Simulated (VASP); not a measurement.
```
CELL_PARAMETERS angstrom
     -1.74500     1.74500     1.74500
      1.74500    -1.74500     1.74500
      1.74500     1.74500    -1.74500
ATOMIC_POSITIONS crystal
  Li 0.00000 0.00000 0.00000
```

Computed with PBE GGA, VASP's PBE PAW potentials (set 64) (plane waves; VASP). Numerical set-up: 530 eV cut-off, 13×13×13 Γ-centred mesh, first-order Methfessel-Paxton smearing of 0.10 eV, potentials Li_sv.

Energy and stress use the plane-wave basis of the starting cell.

**Question.** The ions, cell shape and volume are relaxed. Give the cell that the relaxation ends in.

**Answer.** 
```
CELL_PARAMETERS angstrom
     -1.71455     1.71455     1.71455
      1.71455    -1.71455     1.71455
      1.71455     1.71455    -1.71455
ATOMIC_POSITIONS crystal
  Li 0.00000 0.00000 0.00000
```
Space group Im-3m (229), at a tolerance of 0.03 Å.

**Question.** How do energy and volume change from the first to the last step?

**Answer.** The energy (σ→0) changes by -2.4 meV/atom and the volume by -5.1 %, in 3 ionic steps.

The compound is Li in the bcc structure. This run relaxes it. Symmetry was kept, so distortions that lower it aren't found.
